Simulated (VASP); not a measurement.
ZnO (wurtzite), at 1.04 of the tabulated volume:

```
ZnO
1.0
    1.64638    -2.85162     0.00000
    1.64638     2.85162     0.00000
    0.00000     0.00000     5.27856
Zn O
2 2
Cartesian
  1.64638  -0.95054   2.63928
  1.64638   0.95054   0.00000
  1.64638  -0.95054   4.65569
  1.64638   0.95054   2.01641
```

The lowest empty band near Γ, direction a*, from mBJ (TB09) with spin-orbit coupling in VASP (PAW); its two spin partners are averaged. The gap over the points computed is 2.51 eV, and the next band on that side lies 4.54 eV away at the edge.

Run with 520 eV cut-off, 9×9×5 Γ-centred mesh, Gaussian smearing of 0.050 eV, potentials Zn O.

```
distance from the edge in k (1/Å)  distance in energy (meV)
---------------------------------  ------------------------
0.018                                                   3.8
0.025                                                   7.3
0.035                                                  14.2
0.050                                                  28.8
0.070                                                  56.0
```

Fit E(1 + αE) = ħ²k²/2m* (ħ²/2m0 = 3.810 eV Å²) and predict the row at 0.095 1/Å.

Least squares on the energies gives the electron mass m* = 0.327 m0 and α = 0.34 per eV, and so 101.6 meV. The run gave 101.8 meV, +0.2 meV from the fit.

Left out are points under 3 meV from the edge, since the levels carry 0.1 meV, and points farther than half the way to the next band.

The compound is ZnO in the wurtzite structure. The cell was not relaxed at this level.
